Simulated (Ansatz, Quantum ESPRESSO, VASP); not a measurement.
# Code comparison for Sr₂H₃I (P-3m1, 6 atoms in the cell)

Self-consistent single point, at a second geometry (lattice scaled by 0.98). First geometry:

```xyz
6
Lattice="4.2427 0.0000 0.0000 -2.1214 3.6743 0.0000 0.0000 0.0000 7.6828" Properties=species:S:1:pos:R:3 pbc="T T T"
Sr     2.1214     1.2248     5.2140
Sr     0.0000     2.4495     2.4688
H      0.0000     0.0000     3.8414
H      2.1214     1.2248     2.7447
H      0.0000     2.4495     4.9381
I      0.0000     0.0000     0.0000
```

Shared settings, as Ansatz (a program for electronic structure) writes them: kpoints.mp_grid.grid = 6 6 3; scf.occupations.method = fermi_dirac; scf.occupations.width = 0.0015 Ry. Potentials and cutoffs stand in the table.

```tsv
code	model	ΔF from the first geometry (meV/atom)	pressure (GPa)	largest force (eV/Å)	gap on the mesh (eV)	cutoff
Quantum ESPRESSO	PBEsol, PseudoDojo standard norm-conserving (PBESOL) pseudopotentials	-5.7	0.30	0.097	2.020	75 Ry
VASP	PBEsol, VASP's PBE PAW potentials (set 64)	-3.8	-0.09	0.120	1.977	300 eV
Ansatz	PBEsol, default PAW files made with PBE	-5.6	0.28	0.097	2.020	default
```

For VASP (by 0.7 GPa) the energy change implies a higher mean pressure, against the two pressures, than for the other programs: a sign of finite-basis (Pulay) stress.

Size of the force on each atom (eV/Å): Sizes of forces hide their directions.

```
code                Sr1    Sr2     H3     H4     H5     I6
----------------  -----  -----  -----  -----  -----  -----
Quantum ESPRESSO  0.097  0.097  0.000  0.021  0.021  0.000
VASP              0.120  0.120  0.000  0.029  0.029  0.000
Ansatz            0.097  0.097  0.000  0.022  0.022  0.000
```

Gaps are read on the mesh.

On Ansatz's run: spin-orbit coupling is off.

The spread over the programs that give each value: ΔF from the first geometry within 1.9 meV/atom; pressure within 0.39 GPa; largest force within 0.023 eV/Å; gap on the mesh within 0.043 eV.

Ansatz's pressure is given at a fixed set of plane waves, as the other plane-wave codes print theirs; with its correction for the finite basis it is 0.33 GPa.

VASP's run is marked for a possible Pulay error in its stress at this cutoff; no cutoff test was made.

The starting cell comes from a database of computed structures (which also holds hypothetical and non-ambient phases and stackings), without a prior relaxation at this level. For this run, on top of that: lattice scaled by 0.98.

Left out of this page: ABINIT, GPAW, CP2K, FLEUR and SIESTA (not drawn, or without a comparable value).

Keys are those of Ansatz 0.2.
